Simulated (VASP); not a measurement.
Level of theory: PBEsol GGA, VASP's PBE PAW potentials (set 64) (plane waves; VASP).

VASP input:

**INCAR**
```
ALGO=Normal
EDIFF=1E-6
EDIFFG=-0.02
ENCUT=400
GGA=PS
IBRION=2
ISIF=3
ISMEAR=0
LASPH=.TRUE.
LCHARG=.FALSE.
LMAXMIX=4
LREAL=.FALSE.
LWAVE=.FALSE.
NELM=100
NSW=60
PREC=Accurate
SIGMA=0.05
SYSTEM=SiGe
```

File POSCAR:
```
SiGe
1
    3.9121656502    -0.0000000000    -0.0000000000
   -1.9560828251     3.3880348270     0.0000000000
    0.0000000000    -0.0000000000     6.4312619455
Si Ge
2 2
Direct
  0.3333330000   0.6666670000   0.0001300763
  0.6666670000   0.3333330000   0.5001300763
  0.3333330000   0.6666670000   0.3748699237
  0.6666670000   0.3333330000   0.8748699237
```

**KPOINTS**
```
K-points
0
G
 6 6 3
```

POTCAR, in this order: Si Ge_d (PBE.64 set). Program: vasp_std.

Output of the run:

### OSZICAR
```
       N       E                     dE             d eps       ncg     rms          rms(c)
DAV:   1     0.240663343658E+03    0.24066E+03   -0.16185E+04   664   0.302E+03
DAV:   2     0.147653851101E+02   -0.22590E+03   -0.22060E+03   616   0.608E+02
DAV:   3    -0.203873545987E+02   -0.35153E+02   -0.34833E+02   748   0.160E+02
DAV:   4    -0.215626155759E+02   -0.11753E+01   -0.11741E+01   744   0.338E+01
DAV:   5    -0.215896851276E+02   -0.27070E-01   -0.27066E-01   798   0.544E+00    0.580E+00
DAV:   6    -0.213383810992E+02    0.25130E+00   -0.11467E-01   764   0.282E+00    0.340E+00
DAV:   7    -0.212125294504E+02    0.12585E+00   -0.21367E-01   706   0.319E+00    0.222E-01
DAV:   8    -0.212149208656E+02   -0.23914E-02   -0.17955E-02   778   0.166E+00    0.104E-01
DAV:   9    -0.212151166060E+02   -0.19574E-03   -0.44519E-04   790   0.242E-01    0.749E-02
DAV:  10    -0.212152285383E+02   -0.11193E-03   -0.12563E-04   742   0.974E-02    0.196E-02
DAV:  11    -0.212152421187E+02   -0.13580E-04   -0.18593E-05   602   0.274E-02    0.427E-03
DAV:  12    -0.212152437549E+02   -0.16362E-05   -0.24656E-06   630   0.183E-02    0.217E-03
DAV:  13    -0.212152438713E+02   -0.11644E-06   -0.25854E-07   446   0.601E-03
   1 F= -.21215244E+02 E0= -.21215244E+02  d E =-.212152E+02
       N       E                     dE             d eps       ncg     rms          rms(c)
DAV:   1    -0.212485175048E+02   -0.33274E-01   -0.48837E-01   758   0.119E+01    0.106E+00
DAV:   2    -0.212248076544E+02    0.23710E-01   -0.46481E-02   766   0.387E+00    0.553E-01
DAV:   3    -0.212165909695E+02    0.82167E-02   -0.15598E-02   832   0.195E+00    0.135E-01
DAV:   4    -0.212162128381E+02    0.37813E-03   -0.17496E-03   760   0.610E-01    0.745E-02
DAV:   5    -0.212161525397E+02    0.60298E-04   -0.76699E-05   822   0.104E-01    0.289E-02
DAV:   6    -0.212161516717E+02    0.86799E-06   -0.27358E-05   730   0.887E-02    0.644E-03
DAV:   7    -0.212161519283E+02   -0.25663E-06   -0.94425E-07   416   0.815E-03
   2 F= -.21216152E+02 E0= -.21216152E+02  d E =-.908057E-03
       N       E                     dE             d eps       ncg     rms          rms(c)
DAV:   1    -0.212198155375E+02   -0.36639E-02   -0.51650E-02   758   0.394E+00    0.340E-01
DAV:   2    -0.212173538952E+02    0.24616E-02   -0.47876E-03   800   0.126E+00    0.179E-01
DAV:   3    -0.212164849204E+02    0.86897E-03   -0.17365E-03   834   0.661E-01    0.425E-02
DAV:   4    -0.212164419780E+02    0.42942E-04   -0.21848E-04   758   0.222E-01    0.233E-02
DAV:   5    -0.212164331124E+02    0.88656E-05   -0.79380E-06   802   0.332E-02    0.927E-03
DAV:   6    -0.212164321488E+02    0.96363E-06   -0.36301E-06   636   0.331E-02
   3 F= -.21216432E+02 E0= -.21216432E+02  d E =-.118828E-02
       N       E                     dE             d eps       ncg     rms          rms(c)
DAV:   1    -0.212164415009E+02   -0.83885E-05   -0.15622E-04   764   0.216E-01    0.194E-02
DAV:   2    -0.212164332125E+02    0.82885E-05   -0.14724E-05   734   0.710E-02    0.102E-02
DAV:   3    -0.212164307737E+02    0.24388E-05   -0.56641E-06   680   0.380E-02    0.234E-03
DAV:   4    -0.212164308167E+02   -0.43026E-07   -0.73476E-07   374   0.135E-02
   4 F= -.21216431E+02 E0= -.21216431E+02  d E =-.118695E-02
       N       E                     dE             d eps       ncg     rms          rms(c)
DAV:   1    -0.212166334395E+02   -0.20267E-03   -0.18017E-02   730   0.109E+00    0.640E-02
DAV:   2    -0.212165688201E+02    0.64619E-04   -0.41643E-04   888   0.311E-01    0.386E-02
DAV:   3    -0.212165297379E+02    0.39082E-04   -0.99323E-05  1028   0.143E-01    0.615E-03
DAV:   4    -0.212165316229E+02   -0.18850E-05   -0.22032E-05   670   0.444E-02    0.390E-03
DAV:   5    -0.212165316480E+02   -0.25126E-07   -0.44294E-07   386   0.740E-03
   5 F= -.21216532E+02 E0= -.21216532E+02  d E =-.100831E-03
```

### OUTCAR
```
------------------------ aborting loop because EDIFF is reached ----------------------------------------
  FORCE on cell =-STRESS in cart. coord.  units (eV):
  Direction    XX          YY          ZZ          XY          YZ          ZX
  --------------------------------------------------------------------------------------
  Total        0.0161182      0.0161182      0.0342112      0.0000000      0.0000000      0.0000000
  in kB        0.3050431      0.3050431      0.6474586      0.0000000      0.0000000      0.0000000
  external PRESSURE =       0.4191816 kB  Pullay stress =       0.0000000 kB
  volume of cell :       84.66
      direct lattice vectors                 reciprocal lattice vectors
     3.898614557  0.000000000  0.000000000     0.256501376  0.148091139  0.000000000
    -1.949307279  3.376299236  0.000000000     0.000000000  0.296182278  0.000000000
     0.000000000 -0.000000000  6.431543495     0.000000000  0.000000000  0.155483672
 POSITION                                       TOTAL-FORCE (eV/Angst)
 -----------------------------------------------------------------------------------
     -0.00000      2.25087      0.00215         0.000000      0.000000      0.004508
      1.94931      1.12543      3.21792        -0.000000      0.000000      0.004508
     -0.00000      2.25087      2.40968         0.000000     -0.000000     -0.004508
      1.94931      1.12543      5.62545        -0.000000      0.000000     -0.004508
 -----------------------------------------------------------------------------------
    total drift:                               -0.001013      0.000585      0.000582
  FREE ENERGIE OF THE ION-ELECTRON SYSTEM (eV)
  ---------------------------------------------------
  free  energy   TOTEN  =       -21.2165316480 eV

  energy  without entropy=      -21.2165316321  energy(sigma->0) =      -21.21653164

 reached required accuracy - stopping structural energy minimisation
```
(Selected blocks of OUTCAR.)

File CONTCAR:
```
SiGe
   1.00000000000000
     3.8986145570606054    0.0000000000000000    0.0000000000000000
    -1.9493072785303027    3.3762992361949835    0.0000000000000000
     0.0000000000000000   -0.0000000000000000    6.4315434947202101
  Si              Ge
     2     2
Direct
     0.3333330000000032    0.6666669999999968    0.0003342903490323
     0.6666669999999968    0.3333330000000032    0.5003342903490323
     0.3333330000000032    0.6666669999999968    0.3746657096509677
     0.6666669999999968    0.3333330000000032    0.8746657096509677
```

The structure was generated: SiGe was put into the wurtzite type (P6_3mc), which need not be its known phase. This run relaxes it. Symmetry was kept, so distortions that lower it aren't found. The start is the result of an earlier pass.
